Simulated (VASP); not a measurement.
Given:

```yaml
crystal:
  lattice:
    - [0.00000, 3.31876, 3.31876]
    - [3.31876, 0.00000, 3.31876]
    - [3.31876, 3.31876, 0.00000]
  atoms:
    - { symbol: K, position: [0.00000, 0.00000, 0.00000] }
    - { symbol: Br, position: [0.50000, 0.50000, 0.50000] }
```

Calculation: PW91 GGA, VASP's PBE PAW potentials (set 64) (plane waves; VASP). Settings: 520 eV cut-off, 7×7×7 Γ-centred mesh, Gaussian smearing of 0.050 eV, potentials K_sv Br.

### Question
What does the run give for the energy per atom (σ→0), band gap (on the k-mesh) with the smallest direct gap where there is one?

### Answer

| Quantity | Result |
|---|---|
| band gap (on the k-mesh) | 4.41 eV |
| smallest direct gap (on the k-mesh) | 4.41 eV |
| energy per atom (σ→0) | -3.140 eV/atom |

The absolute energy has meaning only against runs of the same code, potentials and settings.

The compound is KBr in the rock salt structure. This cell is one point of a volume scan, at 0.97 of the reference volume.
